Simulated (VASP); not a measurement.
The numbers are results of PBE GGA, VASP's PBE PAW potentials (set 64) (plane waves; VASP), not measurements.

VASP input:

POSCAR:
```
ZnS
1
    3.8486018397     0.0000000000     0.0000000000
   -1.9243009198     3.3329869188     0.0000000000
    0.0000000000     0.0000000000     6.3042747432
Zn S
2 2
Direct
  0.3333330000   0.6666670000   0.0001175807
  0.6666670000   0.3333330000   0.5001175807
  0.3333330000   0.6666670000   0.3748824193
  0.6666670000   0.3333330000   0.8748824193
```

**INCAR**
```
ALGO = Normal
EDIFF = 1E-6
EDIFFG = -0.02
ENCUT = 480
GGA = PE
IBRION = 2
ISIF = 3
ISMEAR = 0
LASPH = .TRUE.
LCHARG = .FALSE.
LMAXMIX = 4
LREAL = .FALSE.
LWAVE = .FALSE.
NELM = 100
NSW = 60
PREC = Accurate
SIGMA = 0.05
SYSTEM = ZnS
```

KPOINTS:
```
Automatic mesh
0
Gamma
6 6 3
0 0 0
```

POTCAR, in this order: Zn S (PBE.64 set). Program: vasp_std.

### Question
What does the run give for the energy per atom (σ→0), band gap (on the k-mesh)?

### Answer

```yaml
energy per atom (σ→0): -330.2 kJ/mol of atoms
band gap (on the k-mesh): 2.08 eV
```

File OSZICAR:
```
...
DAV:   8    -0.136872698819E+02    0.17411E-01   -0.12657E-01   844   0.481E+00    0.109E+00
DAV:   9    -0.136880342962E+02   -0.76441E-03   -0.19459E-02   838   0.267E+00    0.271E-01
DAV:  10    -0.136882140545E+02   -0.17976E-03   -0.15383E-03   706   0.422E-01    0.172E-01
DAV:  11    -0.136884591590E+02   -0.24510E-03   -0.30172E-04   688   0.116E-01    0.711E-02
DAV:  12    -0.136884703654E+02   -0.11206E-04   -0.21890E-05   846   0.560E-02    0.145E-02
DAV:  13    -0.136884723799E+02   -0.20144E-05   -0.32726E-06   600   0.168E-02    0.809E-03
DAV:  14    -0.136884728798E+02   -0.49989E-06   -0.11657E-06   576   0.125E-02
   1 F= -.13688473E+02 E0= -.13688473E+02  d E =-.136885E+02
```

The compound is ZnS in the wurtzite structure, the high-temperature form. It was relaxed first. The start is the result of an earlier pass.
